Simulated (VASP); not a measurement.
All values below come from PBE GGA, VASP's PBE PAW potentials (set 64) (plane waves; VASP).

VASP ran on this input.

**INCAR**
```
# general
SYSTEM = C
PREC   = Normal
ENCUT  = 500
LREAL  = .FALSE.
LASPH  = .TRUE.

# electronic loop
EDIFF  = 1E-8
NELM   = 100
ALGO   = Normal

# smearing
ISMEAR = 0
SIGMA  = 0.01

# functional
GGA    = PE

# output
LWAVE  = .TRUE.
LCHARG = .FALSE.
```

**KPOINTS**
```
Automatic mesh
0
Gamma
4 4 4
0 0 0
```

### POSCAR
```
C
3.5670
  0.0000000000   0.5000000000   0.5000000000
  0.5000000000   0.0000000000   0.5000000000
  0.5000000000   0.5000000000   0.0000000000
C
2
Direct
  0.0000000000   0.0000000000   0.0000000000
  0.2500000000   0.2500000000   0.2500000000
```

POTCAR, in this order: C_GW_new (PBE.64 set). Program: vasp_std.

Task: What will the output report for the number of irreducible k-points (NKPTS), largest plane-wave count, number of space-group operations, FFT grid (NGX, NGY, NGZ)?

Result: 
| Quantity | Result |
|---|---|
| number of irreducible k-points (NKPTS) | 8 |
| largest plane-wave count | 303 |
| number of space-group operations | 48 |
| FFT grid (NGX, NGY, NGZ) | 14 × 14 × 14 |

The compound is C in the diamond structure. The cell was not relaxed at this level. The k-mesh is coarse (spacing up to 0.76 per Å, 2π included), so the numbers may not be converged in it.
